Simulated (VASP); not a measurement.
Runs of VASP 6.6.1 on V. The structure is cubic, space group Im-3m (No. 229). Conventional cell: a = 3.026 Å, b = 3.026 Å, c = 3.026 Å, α = 90.00°, β = 90.00°, γ = 90.00°. V (site symmetry m-3m) is surrounded by 8 V at 2.62 Å. 

| task | level | potentials or basis | cell | cutoff (eV) | gap on the mesh (eV) | pressure (GPa) | relaxed volume (Å³/atom) |
| --- | --- | --- | --- | --- | --- | --- | --- |
| single point | PBEsol | VASP PAW PBE potentials, release 64 (V_sv) | as given | 520 | none | -11.5 | - |
| relaxation of cell and atoms | PBEsol | VASP PAW PBE potentials, release 64 (V_sv) | relaxed | 600 | none | 0.0 | 12.96 |
| relaxation of cell and atoms | LDA | VASP PAW LDA potentials, release 64 (V_sv) | relaxed | 600 | none | -0.1 | (a) |
| relaxation of cell and atoms | PBEsol | VASP PAW PBE potentials, release 64 (V) | relaxed | 580 | none | -0.1 | 12.76 |
| relaxation of cell and atoms | RPBE | VASP PAW PBE potentials, release 64 (V_sv) | relaxed | 600 | none | 0.0 | (b) |

Alike in all rows: no spin polarisation; k mesh 20 × 20 × 20; smearing gaussian 0.1 eV.

Task: Estimate the missing entries.

Result: (a) 12.56; (b) 13.80.

Caveats: the PAW data sets were made with another functional, which shifts forces and pressure a little (some runs).

A gap of «none» marks a metal or a gap under the smearing width.

The runs don't all hold the same shells in valence.

Runs at the PBE level aren't shown here.
